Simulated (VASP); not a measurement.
Data:

```yaml
crystal:
  lattice:
    - [0.00000, 3.33000, 3.33000]
    - [3.33000, 0.00000, 3.33000]
    - [3.33000, 3.33000, 0.00000]
  atoms:
    - { symbol: Sr, position: [0.00000, 0.00000, 0.00000] }
    - { symbol: Te, position: [0.50000, 0.50000, 0.50000] }
```

The numbers are results of PBE GGA, VASP's PBE PAW potentials (set 64) (plane waves; VASP), not measurements. Run with 400 eV cut-off, 6×6×6 Γ-centred mesh, tetrahedra with Blöchl corrections, potentials Sr_sv Te.

Unless said otherwise, spin-orbit coupling is left out, though it shifts the bands of the heavy elements here.

**Question.** Predict the energy per atom (σ→0), band gap (on the k-mesh) with the smallest direct gap where there is one.

**Answer.** 
```
Property                                     Result
-----------------------------------  --------------
band gap (on the k-mesh)                    1.69 eV
smallest direct gap (on the k-mesh)         2.44 eV
energy per atom (σ→0)                -4.130 eV/atom
```

The compound is SrTe in the rock salt structure. The cell was not relaxed at this level. The run is one of a series of settings (ISMEAR = -5, SIGMA removed against the base run), some of them coarse on purpose.
